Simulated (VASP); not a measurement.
VASP ran on this input.

**INCAR**
```
SYSTEM = CoO
PREC = Accurate
ENCUT = 520
EDIFF = 1E-6
NELM = 100
ALGO = Normal
LREAL = .FALSE.
LASPH = .TRUE.
ISMEAR = 0
SIGMA = 0.05
GGA = PE
LMAXMIX = 4
ISPIN = 2
MAGMOM = 3.0 -3.0 0.0 0.0
LORBIT = 10
LWAVE = .FALSE.
LCHARG = .FALSE.
ISIF = 2
```

KPOINTS:
```
Automatic mesh
0
Gamma
7 7 7
0 0 0
```

File POSCAR:
```
CoO
1
    4.2600000000     2.1300000000     2.1300000000
    2.1300000000     4.2600000000     2.1300000000
    2.1300000000     2.1300000000     4.2600000000
Co O
2 2
Direct
  0.0000000000   0.0000000000   0.0000000000
  0.5000000000   0.5000000000   0.5000000000
  0.2500000000   0.2500000000   0.2500000000
  0.7500000000   0.7500000000   0.7500000000
```

POTCAR, in this order: Co O (PBE.64 set). Program: vasp_gam.

The run wrote:

**standard output**
```
 POSCAR found type information on POSCAR CoO
 POSCAR found :  2 types and       4 ions
 Reading from existing POTCAR
 Reading from existing POTCAR
 LDA part: xc-table for (Slater+PW92), standard interpolation

 -----------------------------------------------------------------------------
|                                                                             |
|     EEEEEEE  RRRRRR   RRRRRR   OOOOOOO  RRRRRR      ###     ###     ###     |
|     E        R     R  R     R  O     O  R     R     ###     ###     ###     |
|     E        R     R  R     R  O     O  R     R     ###     ###     ###     |
|     EEEEE    RRRRRR   RRRRRR   O     O  RRRRRR       #       #       #      |
|     E        R   R    R   R    O     O  R   R                               |
|     E        R    R   R    R   O     O  R    R      ###     ###     ###     |
|     EEEEEEE  R     R  R     R  OOOOOOO  R     R     ###     ###     ###     |
|                                                                             |
|     You are using the Gamma-point-only version with more than one           |
|     k-point or some other non-Gamma k-point.                                |
|                                                                             |
|       ---->  I REFUSE TO CONTINUE WITH THIS SICK JOB ... BYE!!! <----       |
|                                                                             |
 -----------------------------------------------------------------------------
```

Question: Read input and log: which fault does this run have?
(A) a hybrid functional was run with ALGO = VeryFast
(B) the Γ-only program was given a k-mesh
(C) SIGMA is far too large
(D) selective dynamics freezes every atom

Answer: B, the Γ-only program was given a k-mesh. VASP stops with an error: You are using the Gamma-point-only version with more than one k-point or some other non-Gamma k-point. ----> I REFUSE TO CONTINUE WITH THIS SICK JOB ... BYE!!! <----

To mend it, run vasp_std.

The mended run (PBE GGA, plane waves, VASP's PBE PAW potentials (set 64)) converges, and its OSZICAR ends with
```
   1 F= -.26390538E+02 E0= -.26386876E+02  d E =-.732412E-02  mag=     0.0000
```

The compound is CoO in the rock salt, AFM-II order structure. The cell was not relaxed at this level.
